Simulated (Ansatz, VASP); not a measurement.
# Si in VASP and in Ansatz

```
Si
1.0
     2.80552    0.00000    0.00000
    -1.40276    2.42965    0.00000
     0.00000    0.00000    4.50627
Si
2
Direct
  0.33333 0.66667 0.25000
  0.66667 0.33333 0.75000
```

Change from the starting cell: strain +0.0525 x Voigt [1, 1, 0, 0, 0, 0], atoms carried along.

Alike in both runs: task single point; functional LDA; k mesh 24 × 24 × 10; occupations gaussian, width 0.15 eV; no spin polarisation.

|  | VASP | Ansatz |
| --- | --- | --- |
| version | VASP 6.6.1 | Ansatz 0.2.0 |
| potentials or method | VASP PAW LDA potentials, release 64 (Si) | scalar-relativistic, plane waves, PAW |
| plane-wave cutoff (eV) | 520 | 420 |
| valence electrons in the cell | 8 | 8 |

```csv
,VASP,Ansatz,Ansatz less VASP
gap on the k mesh at the Fermi level (eV),none,none,-
pressure (GPa),-8.0,-8.0,-0.02
largest component of the traceless stress (GPa),1.19,1.19,-0.006
```

A gap of «none» marks a metal or a gap that the smearing closes.
